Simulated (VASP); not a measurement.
VASP runs on RhC (space group Fm-3m) share one base input (PBE GGA, plane waves, VASP's PBE PAW potentials (set 64)) and change the settings named in each case.

**POSCAR**
```
RhC
1
    0.0000000000     2.1143950000     2.1143950000
    2.1143950000     0.0000000000     2.1143950000
    2.1143950000     2.1143950000     0.0000000000
C Rh
1 1
Direct
  0.0000000000   0.0000000000   0.0000000000
  0.5000000000   0.5000000000   0.5000000000
```

INCAR:
```
SYSTEM = RhC
PREC = Accurate
ENCUT = 400
EDIFF = 1E-6
NELM = 100
ALGO = Normal
LREAL = .FALSE.
LASPH = .TRUE.
ISMEAR = -1
SIGMA = 0.1
GGA = PE
LMAXMIX = 4
LWAVE = .FALSE.
LCHARG = .FALSE.
ISIF = 2
```

**KPOINTS**
```
Automatic mesh
0
Gamma
9 9 9
0 0 0
```

POTCAR, in this order: C Rh_pv (PBE.64 set). Program: vasp_std.

```tsv
change	E(σ→0) (eV/atom)	pressure (GPa)	−TS (eV)
base run	-7.1220	24.33	-0.0719
GGA = PS	-7.8681	[?]	[?]
GGA_COMPAT = .FALSE., LNONCOLLINEAR = .TRUE., LSORBIT = .TRUE., MAGMOM = 0.0 0.0 0.0 0.0 0.0 0.0, program vasp_ncl	-7.1992	[?]	-0.0719
KPOINTS 6×6×6 Γ-centred mesh	-7.1503	23.58	-0.0540
```

Task: Some entries are withheld; supply them.

Result: 
- GGA = PS, pressure (GPa): 13.89
- GGA = PS, −TS (eV): -0.0720
- GGA_COMPAT = .FALSE., LNONCOLLINEAR = .TRUE., LSORBIT = .TRUE., MAGMOM = 0.0 0.0 0.0 0.0 0.0 0.0, program vasp_ncl, pressure (GPa): 24.64

Energies of different potentials or functionals have different zeros.  At 400 eV the pressure can carry a Pulay error.

Left out are runs that ran out of time, are held back, or changed the cell or the kind of run, fixed moments of cells without a moment, rows past the twelfth, gaps on odd meshes, pressures of charged cells and columns that move by less than the noise.

The structure was generated: RhC was put into an ordered model structure, which need not be its known phase. The cell was not relaxed at this level, its lattice was scaled by up to 2.5 %.
